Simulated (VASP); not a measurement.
These are PBE GGA, VASP's PBE PAW potentials (set 64) (plane waves; VASP) values and carry that method's errors.

VASP ran on this input.

INCAR:
```
! general
SYSTEM  = KZnF3
PREC    = Accurate
ENCUT   = 620
LREAL   = .FALSE.
LASPH   = .TRUE.

! electronic loop
EDIFF   = 1E-6
NELM    = 100
ALGO    = Normal
LMAXMIX = 4

! smearing
ISMEAR  = 0
SIGMA   = 0.05

! functional
GGA     = PE

! ions
IBRION  = 2
NSW     = 40
ISIF    = 3
EDIFFG  = -0.02
PSTRESS = 50

! output
LWAVE   = .FALSE.
LCHARG  = .FALSE.
```

File POSCAR:
```
KZnF3
1.0
  4.0456037513   0.0000000000   0.0000000000
  0.0000000000   4.0456037513   0.0000000000
  0.0000000000   0.0000000000   4.0456037513
K Zn F
1 1 3
Cart
  0.0000000000   0.0000000000   0.0000000000
  2.0228018756   2.0228018756   2.0228018756
  2.0228018756   0.0000000000   2.0228018756
  0.0000000000   2.0228018756   2.0228018756
  2.0228018756   2.0228018756   0.0000000000
```

### KPOINTS
```
Automatic mesh
0
Gamma
6 6 6
0 0 0
```

POTCAR, in this order: K_sv Zn F (PBE.64 set). Program: vasp_std.

The run wrote:

### OUTCAR
```
 ion  position               nearest neighbor table
   1  0.000  0.000  0.000-
   2  0.500  0.500  0.500-   3 2.02   4 2.02   5 2.02   5 2.02   3 2.02   4 2.02
   3  0.500  0.000  0.500-   2 2.02   2 2.02
   4  0.000  0.500  0.500-   2 2.02   2 2.02
   5  0.500  0.500  0.000-   2 2.02   2 2.02
  LATTYP: Found a simple cubic cell.
 ALAT       =     4.0456037513
 Subroutine PRICEL returns:
 Original cell was already a primitive cell.
 Subroutine GETGRP returns: Found 48 space group operations
The static configuration has the point symmetry O_h .
The dynamic configuration has the point symmetry O_h .
 Subroutine INISYM returns: Found 48 space group operations
 Subroutine IBZKPT returns following result:
 Found     20 irreducible k-points:

 Following reciprocal coordinates:
            Coordinates               Weight
  0.000000  0.000000  0.000000      1.000000
  0.166667  0.000000  0.000000      6.000000
  0.333333  0.000000  0.000000      6.000000
  0.500000  0.000000  0.000000      3.000000
  0.166667  0.166667  0.000000     12.000000
  0.333333  0.166667  0.000000     24.000000
...
```

### OSZICAR
```
       N       E                     dE             d eps       ncg     rms          rms(c)
DAV:   1     0.489514336574E+03    0.48951E+03   -0.25319E+04  1000   0.227E+03
DAV:   2     0.172551363052E+02   -0.47226E+03   -0.45890E+03  1193   0.541E+02
DAV:   3    -0.215811225639E+02   -0.38836E+02   -0.38673E+02  1184   0.164E+02
DAV:   4    -0.224873209902E+02   -0.90620E+00   -0.90513E+00  1544   0.232E+01
DAV:   5    -0.225003067650E+02   -0.12986E-01   -0.12979E-01  1336   0.239E+00    0.120E+01
DAV:   6    -0.202258347063E+02    0.22745E+01   -0.83331E+00  1475   0.403E+01    0.743E+00
DAV:   7    -0.202879447093E+02   -0.62110E-01   -0.14801E+00  1054   0.860E+00    0.474E+00
DAV:   8    -0.203036167020E+02   -0.15672E-01   -0.57435E-01  1328   0.166E+01    0.161E+00
DAV:   9    -0.202709467515E+02    0.32670E-01   -0.85058E-02  1552   0.871E+00    0.716E-01
DAV:  10    -0.202657260952E+02    0.52207E-02   -0.10540E-01  1441   0.851E+00    0.328E-01
DAV:  11    -0.202651576711E+02    0.56842E-03   -0.17305E-02  1441   0.179E+00    0.101E-01
DAV:  12    -0.202652530098E+02   -0.95339E-04   -0.74829E-04  1088   0.212E-01    0.988E-02
DAV:  13    -0.202652568745E+02   -0.38648E-05   -0.22856E-05  1494   0.802E-02    0.988E-02
DAV:  14    -0.202653516815E+02   -0.94807E-04   -0.56643E-04  1235   0.781E-01    0.111E-01
DAV:  15    -0.202652182190E+02    0.13346E-03   -0.28154E-04  1441   0.280E-01    0.568E-02
DAV:  16    -0.202652015881E+02    0.16631E-04   -0.60891E-05  1186   0.661E-02    0.413E-02
DAV:  17    -0.202651814180E+02    0.20170E-04   -0.31812E-05  1309   0.139E-01    0.236E-02
DAV:  18    -0.202651774374E+02    0.39807E-05   -0.79599E-06  1237   0.332E-02    0.164E-02
DAV:  19    -0.202651762777E+02    0.11597E-05   -0.61573E-07   536   0.127E-02    0.142E-02
DAV:  20    -0.202651762233E+02    0.54350E-07   -0.29002E-07   527   0.449E-03
   1 F= -.18198800E+02 E0= -.18198800E+02  d E =-.181988E+02
       N       E                     dE             d eps       ncg     rms          rms(c)
DAV:   1    -0.202629080959E+02    0.22682E-02   -0.91161E-02  1146   0.418E+00    0.540E-01
DAV:   2    -0.202584253547E+02    0.44827E-02   -0.18802E-02  1138   0.154E+00    0.154E-01
DAV:   3    -0.202580517971E+02    0.37356E-03   -0.60778E-04  1259   0.717E-01    0.877E-02
DAV:   4    -0.202579777232E+02    0.74074E-04   -0.25715E-04  1639   0.205E-01    0.485E-02
DAV:   5    -0.202579785087E+02   -0.78546E-06   -0.31623E-05  1507   0.701E-02    0.955E-03
DAV:   6    -0.202579792976E+02   -0.78891E-06   -0.59736E-06  1415   0.109E-01
   2 F= -.18198494E+02 E0= -.18198494E+02  d E =0.306017E-03
       N       E                     dE             d eps       ncg     rms          rms(c)
DAV:   1    -0.202640945780E+02   -0.61161E-02   -0.33146E-02  1145   0.251E+00    0.320E-01
DAV:   2    -0.202625296593E+02    0.15649E-02   -0.65313E-03  1123   0.905E-01    0.925E-02
DAV:   3    -0.202623942571E+02    0.13540E-03   -0.21408E-04  1219   0.426E-01    0.534E-02
DAV:   4    -0.202623646613E+02    0.29596E-04   -0.95430E-05  1623   0.123E-01    0.295E-02
DAV:   5    -0.202623610651E+02    0.35962E-05   -0.11111E-05  1443   0.419E-02    0.633E-03
DAV:   6    -0.202623599469E+02    0.11182E-05   -0.15256E-06   842   0.617E-02    0.132E-03
DAV:   7    -0.202623598873E+02    0.59553E-07   -0.44659E-07   526   0.100E-02
   3 F= -.18198728E+02 E0= -.18198728E+02  d E =0.714722E-04
```

### OUTCAR
```
------------------------ aborting loop because EDIFF is reached ----------------------------------------
  FORCE on cell =-STRESS in cart. coord.  units (eV):
  Direction    XX          YY          ZZ          XY          YZ          ZX
  --------------------------------------------------------------------------------------
  Total        2.1419511      2.1419511      2.1419511      0.0000000     -0.0000000      0.0000000
  in kB       51.8976125     51.8976125     51.8976125      0.0000000     -0.0000000      0.0000000
  external PRESSURE =       1.8976125 kB  Pullay stress =      50.0000000 kB
  volume of cell :       66.13
      direct lattice vectors                 reciprocal lattice vectors
     4.043811637 -0.000000000 -0.000000000     0.247291439  0.000000000  0.000000000
    -0.000000000  4.043811637  0.000000000     0.000000000  0.247291439  0.000000000
    -0.000000000 -0.000000000  4.043811637     0.000000000 -0.000000000  0.247291439
 POSITION                                       TOTAL-FORCE (eV/Angst)
 -----------------------------------------------------------------------------------
      0.00000      0.00000      0.00000         0.000000      0.000000      0.000000
      2.02191      2.02191      2.02191        -0.000000     -0.000000      0.000000
      2.02191     -0.00000      2.02191         0.000000     -0.000000      0.000000
     -0.00000      2.02191      2.02191        -0.000000     -0.000000      0.000000
      2.02191      2.02191      0.00000         0.000000      0.000000      0.000000
 -----------------------------------------------------------------------------------
    total drift:                                0.000000      0.000000      0.000000
  FREE ENERGIE OF THE ION-ELECTRON SYSTEM (eV)
  ---------------------------------------------------
  free  energy   TOTEN  =       -20.2623598873 eV

  energy  without entropy=      -20.2623598873  energy(sigma->0) =      -20.26235989
  enthalpy is  TOTEN    =       -18.1987282617 eV   P V=        2.0636316256

 reached required accuracy - stopping structural energy minimisation
```
(Selected blocks of OUTCAR.)

**CONTCAR**
```
KZnF3
   1.00000000000000
     4.0438116365152652   -0.0000000000000000   -0.0000000000000000
    -0.0000000000000000    4.0438116365152652    0.0000000000000000
    -0.0000000000000000   -0.0000000000000000    4.0438116365152652
  K               Zn              F
     1     1     3
Direct
     0.0000000000000000    0.0000000000000000    0.0000000000000000
     0.5000000000000000    0.5000000000000000    0.5000000000000000
     0.5000000000000000    0.0000000000000000    0.5000000000000000
     0.0000000000000000    0.5000000000000000    0.5000000000000000
     0.5000000000000000    0.5000000000000000    0.0000000000000000
```

The compound is KZnF3 in the cubic perovskite structure. This run relaxes it under an external pressure of 5 GPa. Symmetry was kept, so distortions that lower it aren't found.
